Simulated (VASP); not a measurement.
```xyz
2
Lattice="0.0000 3.5566 3.5566 3.5566 0.0000 3.5566 3.5566 3.5566 0.0000" Properties=species:S:1:pos:R:3 pbc="T T T"
K      0.0000     0.0000     0.0000
I      3.5566     3.5566     3.5566
```

Computed with PBE GGA, VASP's PBE PAW potentials (set 64) (plane waves; VASP). Numerical set-up: 300 eV cut-off, 7×7×7 Γ-centred mesh, Fermi-Dirac smearing of 0.050 eV, potentials K_sv I.

Unless said otherwise, spin-orbit coupling is left out, though it shifts the bands of the heavy elements here.

Problem. Give the energies of bands 6 to 11 at the high-symmetry points, in eV from the valence-band maximum.

Solution. 
| band | Γ | X | U | L | W |
|---|---|---|---|---|---|
| 6 | 0.00 | -0.97 | -0.83 | -1.27 | -0.70 |
| 7 | 0.00 | -0.35 | -0.73 | -0.32 | -0.70 |
| 8 | 0.00 | -0.35 | -0.37 | -0.32 | -0.58 |
| 9 | 3.92 | 4.97 | 5.62 | 5.50 | 6.46 |
| 10 | 6.50 | 5.72 | 6.57 | 7.65 | 6.46 |
| 11 | 6.50 | 8.07 | 7.57 | 8.10 | 6.58 |

The gap is direct, 3.92 eV, from the valence maximum at Γ to the conduction minimum at Γ.

The structure comes from a computed database's KI entry; how it stands against other phases isn't given here. The cell was not relaxed at this level.
